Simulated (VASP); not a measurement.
# ZrPt3 (Pm-3m) in VASP: further runs

One crystal, ZrPt3, is run at these levels: LDA; tasks: single point, relaxation of cell and atoms.

Program: VASP 6.6.1. These are calculated values, not measurements. Logs are shortened: lines on timing, memory, paths and dates and some standing lists are left out, and cuts for length are marked.

### Step 1. The structure

It takes space group Pm-3m (No. 221, cubic). The conventional cell has a = 3.926 Å, b = 3.926 Å, c = 3.926 Å, α = 90.00°, β = 90.00°, γ = 90.00°. Around Zr (site symmetry m-3m) lie 12 Pt at 2.78 Å. Around Pt (site symmetry 4/mmm) lie 4 Zr at 2.78 Å and 8 Pt at 2.78 Å.

### Step 2. Single point, LDA

Contents of INCAR:

```
ALGO = Normal ; EDIFF = 1E-7
ENCUT = 520 ; GGA = CA
ISIF = 2 ; ISMEAR = 1
LASPH = True ; LCHARG = False
LREAL = False ; LWAVE = False
NBANDS = 29 ; NELM = 100
PREC = Accurate ; SIGMA = 0.3
```

Contents of KPOINTS:

```
k-points
0
Gamma
  5 5 5
```

Contents of POSCAR:

```
ZrPt3
1.0
    3.9258603105      0.0000000000      0.0000000000
    0.0000000000      3.9258603105      0.0000000000
    0.0000000000      0.0000000000      3.9258603105
Zr Pt
1 3
Direct
    0.0000000000      0.0000000000      0.0000000000
    0.0000000000      0.5000000000      0.5000000000
    0.5000000000      0.0000000000      0.5000000000
    0.5000000000      0.5000000000      0.0000000000
```

Potentials or basis: VASP PAW LDA potentials, release 64 (Zr_sv, Pt).

On the command line:

```bash
$ cat potpaw_LDA.64/Zr_sv/POTCAR potpaw_LDA.64/Pt/POTCAR > POTCAR
$ mpirun -np 1 vasp_std > vasp.out
```

OUTCAR:

```text
EDIFF = 1E-7
   ENCUT = 520
   GGA = CA
   ISIF = 2
   ISMEAR = 1
   LASPH = True
   LREAL = False
   NELM = 100
   PREC = Accurate

 ion  position               nearest neighbor table
   1  0.000  0.000  0.000-   2 2.78   3 2.78   4 2.78   2 2.78   3 2.78   2 2.78   4 2.78   2 2.78
                             3 2.78   4 2.78   3 2.78   4 2.78
   2  0.000  0.500  0.500-   1 2.78   3 2.78   4 2.78   1 2.78   4 2.78   1 2.78   3 2.78   1 2.78
                             3 2.78   4 2.78   4 2.78   3 2.78
   3  0.500  0.000  0.500-   1 2.78   2 2.78   4 2.78   1 2.78   4 2.78   2 2.78   4 2.78   4 2.78
                             1 2.78   2 2.78   1 2.78   2 2.78
   4  0.500  0.500  0.000-   1 2.78   2 2.78   3 2.78   2 2.78   3 2.78   1 2.78   3 2.78   3 2.78
                             1 2.78   2 2.78   2 2.78   1 2.78

  LATTYP: Found a simple cubic cell.
 ALAT       =     3.9258603105

  Lattice vectors:

 A1 = (   3.9258603105,   0.0000000000,   0.0000000000)
 A2 = (   0.0000000000,   3.9258603105,   0.0000000000)
 A3 = (   0.0000000000,   0.0000000000,   3.9258603105)

Analysis of symmetry for initial positions (statically):
=====================================================================
 Subroutine PRICEL returns:
 Original cell was already a primitive cell.

 Routine SETGRP: Setting up the symmetry group for a
 simple cubic supercell.

 Subroutine GETGRP returns: Found 48 space group operations
 (whereof 48 operations were pure point group operations)
 out of a pool of 48 trial point group operations.

The static configuration has the point symmetry O_h .

Analysis of symmetry for dynamics (positions and initial velocities):
=====================================================================
 Subroutine PRICEL returns:
 Original cell was already a primitive cell.

 Routine SETGRP: Setting up the symmetry group for a
 simple cubic supercell.

 Subroutine GETGRP returns: Found 48 space group operations
 (whereof 48 operations were pure point group operations)
 out of a pool of 48 trial point group operations.

The dynamic configuration has the point symmetry O_h .

 Subroutine INISYM returns: Found 48 space group operations
 (whereof 48 operations are pure point group operations),
 and found     1 'primitive' translations
[... 80 lines left out ...]
   LSORBIT =      F    spin-orbit coupling
   LASPH  =      T    aspherical Exc in radial PAW
   ENCUT  =  520.0 eV  38.22 Ry    6.18 a.u.   7.30  7.30  7.30*2*pi/ulx,y,z
   NELM   =    100;   NELMIN=  2; NELMDL= -5     # of ELM steps
   EDIFF  = 0.1E-06   stopping-criterion for ELM
   LREAL  =      F    real-space projection
   EDIFFG = 0.1E-05   stopping-criterion for IOM
   NSW    =      0    number of steps for IOM
   IBRION =     -1    ionic relax: 0-MD 1-quasi-New 2-CG
   NFREE  =      0    steps in history (QN), initial steepest desc. (CG)
   ISIF   =      2    stress and relaxation
   ISYM   =      2    0-nonsym 1-usesym 2-fastsym
   POTIM  = 0.5000    time-step for ionic-motion
   TEBEG  =    0.0;   TEEND  =   0.0 temperature during run
   PSTRESS=    0.0 pullay stress
   NELECT =      42.0000    total number of electrons
   NUPDOWN=      -1.0000    fix difference up-down
   EMIN   =  10.00;   EMAX   =-10.00  energy-range for DOS
   EFERMI =   0.00;   METHOD = LEGACY
   ISMEAR =     1;   SIGMA  =   0.30  broadening in eV -4-tet -1-fermi 0-gaus
   EFERMI_NEDOS =   21; number of points for ismear=-14 and -15
   IALGO  =     38    algorithm
   IMIX   =      4    mixing-type and parameters
     AMIX     =   0.40;   BMIX     =  1.00
     AMIX_MAG =   1.60;   BMIX_MAG =  1.00
  volume/ion in A,a.u.               =      15.13       102.08
  Fermi-wavevector in a.u.,A,eV,Ry     =   1.449516  2.739189 28.587165  2.101097
  Thomas-Fermi vector in A             =   2.567234
   LORBIT       =      0    0 simple, 1 ext, 2 COOP (PROOUT), +10 PAW based schemes
   GGA     = CA    functional components
   LHFCALC =     F    Hartree Fock is set to
   AEXX    =    0.0000 exact exchange contribution
   IVDW    =     0    specifies the selected vdW correction
   LEPSILON=     F    determine dielectric tensor
   LRPA    =     F    only Hartree local field effects (RPA)
 non-spin polarized calculation
 Methfessel and Paxton  Order N= 1 SIGMA  =   0.30
  energy-cutoff  :      520.00
  volume of cell :       60.51
 maximum number of plane-waves:      1647
 NGX is ok and might be reduce to    30
   NGX = 15   NGY = 15   NGZ = 15

 number of electron      42.0000007 magnetization

 Free energy of the ion-electron system (eV)
  ---------------------------------------------------
  ext. energy  EPLUGINS =         0.00000000
  ---------------------------------------------------
  free energy    TOTEN  =       -36.00515584 eV

  energy without entropy =      -36.02453595  energy(sigma->0) =      -36.01161588

 E-fermi :  13.1747     XC(G=0): -13.6099

 val. band max:       12.6061890473   @ k =   0.4000   0.0000   0.0000
 cond. band min:      13.2534449581   @ k =   0.4000   0.0000   0.0000
 fundamental gap:      0.6472559109
 Fermi energy:        13.1747446628

 k-point     1 :       0.0000    0.0000    0.0000
  band No.  band energies     occupation
      1     -36.4927      2.00000
      2     -14.7210      2.00000
      3     -14.7210      2.00000
      4     -14.7210      2.00000
      5       2.5518      2.00000
      6       5.1095      2.00000
[... 309 lines left out ...]
     28      16.6665     -0.00000
     29      20.3799      0.00000

------------------------ aborting loop because EDIFF is reached ----------------------------------------

  FORCE on cell =-STRESS in cart. coord.  units (eV):
  Direction    XX          YY          ZZ          XY          YZ          ZX
  --------------------------------------------------------------------------------------
  -------------------------------------------------------------------------------------
  Total        4.1144378      4.1144378      4.1144378     -0.0000000     -0.0000000      0.0000000
  in kB      108.9473206    108.9473206    108.9473206     -0.0000000     -0.0000000      0.0000000
  external PRESSURE =     108.9473206 kB  Pullay stress =       0.0000000 kB

 VOLUME and BASIS-vectors are now :
 -----------------------------------------------------------------------------
  energy-cutoff  :      520.00
  volume of cell :       60.51
      direct lattice vectors                 reciprocal lattice vectors
     3.925860311  0.000000000  0.000000000     0.254721238  0.000000000  0.000000000
     0.000000000  3.925860311  0.000000000     0.000000000  0.254721238  0.000000000
     0.000000000  0.000000000  3.925860311     0.000000000  0.000000000  0.254721238

 POSITION                                       TOTAL-FORCE (eV/Angst)
 -----------------------------------------------------------------------------------
      0.00000      0.00000      0.00000         0.000000      0.000000      0.000000
      0.00000      1.96293      1.96293         0.000000      0.000000      0.000000
      1.96293      0.00000      1.96293         0.000000      0.000000      0.000000
      1.96293      1.96293      0.00000         0.000000      0.000000      0.000000
 -----------------------------------------------------------------------------------
    total drift:                                0.000000      0.000000     -0.000000

  FREE ENERGIE OF THE ION-ELECTRON SYSTEM (eV)
  ---------------------------------------------------
  free  energy   TOTEN  =       -36.0051558440 eV

  energy  without entropy=      -36.0245359541  energy(sigma->0) =      -36.01161588
```

It took 16 s on 1 thread of Intel Xeon Platinum 8488C (Sapphire Rapids), shared host; peak memory 0.15 GiB.

What came out:

- Free energy: -36.0052 eV
- Pressure: 10.9 GPa
- Band gap on the k mesh: none (metal or under the smearing width)

### Step 3. Relaxation of cell and atoms, LDA, target pressure 10 GPa, at which the enthalpy is minimised

This run uses another cell than the first one, of 15.88 Å³/atom, 1.050 times its volume.

Contents of INCAR:

```
  ALGO = Normal
  EDIFF = 1E-6
  EDIFFG = -0.01
  ENCUT = 600
  IBRION = 2
  ISIF = 3
  ISMEAR = 1
  LASPH = T
  LCHARG = F
  LREAL = F
  LWAVE = F
  NELM = 100
  NSW = 80
  PREC = Accurate
  PSTRESS = 100.0
  SIGMA = 0.3
```

KPOINTS is that of step 2.

Contents of POSCAR:

```
ZrPt3
1.0
    3.9900000000      0.0000000000      0.0000000000
    0.0000000000      3.9900000000      0.0000000000
    0.0000000000      0.0000000000      3.9900000000
Zr Pt
1 3
Direct
    0.0000000000      0.0000000000      0.0000000000
    0.0000000000      0.5000000000      0.5000000000
    0.5000000000      0.0000000000      0.5000000000
    0.5000000000      0.5000000000      0.0000000000
```

Potentials or basis: VASP PAW LDA potentials, release 64 (Zr_sv, Pt).

On the command line:

```bash
$ cat potpaw_LDA.64/Zr_sv/POTCAR potpaw_LDA.64/Pt/POTCAR > POTCAR
$ mpirun -np 1 vasp_std > vasp.out
```

Run time: 47 s. Hardware: 1 thread of Intel Xeon Platinum 8488C (Sapphire Rapids), shared host; peak memory 0.17 GiB.

It converged, with:

- Free energy: -36.0171 eV
- Relaxed volume: 15.17 Å³/atom
- Relaxed cell: a = 3.930 Å, b = 3.930 Å, c = 3.930 Å, α = 90.00°, β = 90.00°, γ = 90.00°
- Space group after relaxing (to 0.05 Å): Pm-3m (No. 221)
- Energy change on relaxing (the enthalpy is what falls): +14.8 meV/atom
- Ionic steps: 5
- Pressure after relaxing: 10.1 GPa
- Band gap on the k mesh: none (metal or under the smearing width)

Step by step:
```tsv
step	energy change (eV)	largest force (eV/Å)	pressure (GPa)	volume (Å³)
1	0.0000	0.0000	-2.87	63.52
2	2.0052	0.0000	74.35	52.50
3	0.0478	0.0000	9.14	60.87
4	0.0557	0.0000	9.82	60.73
5	0.0591	0.0000	10.10	60.68
```

Final structure:
```yaml
crystal:
  lattice:
    - [3.92952, 0.00000, 0.00000]
    - [0.00000, 3.92952, 0.00000]
    - [0.00000, 0.00000, 3.92952]
  atoms:
    - { symbol: Zr, position: [0.00000, 0.00000, 0.00000] }
    - { symbol: Pt, position: [0.00000, 0.50000, 0.50000] }
    - { symbol: Pt, position: [0.50000, 0.00000, 0.50000] }
    - { symbol: Pt, position: [0.50000, 0.50000, 0.00000] }
```

Levels at points of the mesh, in eV from the Fermi level:
```tsv
k point	band 19	band 20	band 21	band 22	band 23	band 24
(0.00, 0.00, 0.00)	-0.58	-0.58	1.47	1.47	1.47	2.22
```

Caveat: the cell is relaxed towards a set pressure, so the enthalpy falls and the energy may rise.

### Step 4. Relaxation of cell and atoms, LDA, target pressure 10 GPa, at which the enthalpy is minimised

This run uses another cell than the first one, of 15.88 Å³/atom, 1.050 times its volume.

Contents of INCAR:

```
  PREC = Accurate
  ENCUT = 600
  EDIFF = 1E-6
  ISMEAR = 1
  SIGMA = 0.3
  LREAL = False
  LASPH = True
  NELM = 100
  ALGO = Normal
  ISIF = 3
  LWAVE = False
  LCHARG = False
  IBRION = 2
  NSW = 80
  EDIFFG = -0.01
  PSTRESS = 100.0
```

Contents of KPOINTS:

```
regular mesh
0
Gamma
  5 5 5
```

POSCAR is that of step 3.

On the command line:

```bash
$ cat potpaw_LDA.64/Zr_sv/POTCAR potpaw_LDA.64/Pt/POTCAR > POTCAR
$ mpirun -np 1 vasp_std > vasp.out
```

It took 44 s on 1 thread of Intel Xeon Platinum 8488C (Sapphire Rapids), shared host; peak memory 0.17 GiB.

Results (log left out):

- Free energy: -36.0171 eV
- Relaxed volume: 15.17 Å³/atom
- Relaxed cell: a = 3.930 Å, b = 3.930 Å, c = 3.930 Å, α = 90.00°, β = 90.00°, γ = 90.00°
- Space group after relaxing (to 0.05 Å): Pm-3m (No. 221)
- Energy change on relaxing (the enthalpy is what falls): +14.8 meV/atom
- Ionic steps: 5
- Pressure after relaxing: 10.1 GPa
- Band gap on the k mesh: none (metal or under the smearing width)

Step by step:
```csv
step,energy change (eV),largest force (eV/Å),pressure (GPa),volume (Å³)
1,0.0000,0.0000,-2.87,63.52
2,2.0052,0.0000,74.35,52.50
3,0.0478,0.0000,9.14,60.87
4,0.0557,0.0000,9.82,60.73
5,0.0591,0.0000,10.10,60.68
```

Final structure:
```xyz
4
Lattice="3.9295 0.0000 0.0000 0.0000 3.9295 0.0000 0.0000 0.0000 3.9295" Properties=species:S:1:pos:R:3 pbc="T T T"
Zr    0.0000    0.0000    0.0000
Pt    0.0000    1.9648    1.9648
Pt    1.9648    0.0000    1.9648
Pt    1.9648    1.9648    0.0000
```

Levels at points of the mesh, in eV from the Fermi level:
| k point | band 19 | band 20 | band 21 | band 22 | band 23 | band 24 |
| --- | --- | --- | --- | --- | --- | --- |
| (0.00, 0.00, 0.00) | -0.58 | -0.58 | 1.47 | 1.47 | 1.47 | 2.22 |

Caveat: the cell is relaxed towards a set pressure, so the enthalpy falls and the energy may rise.
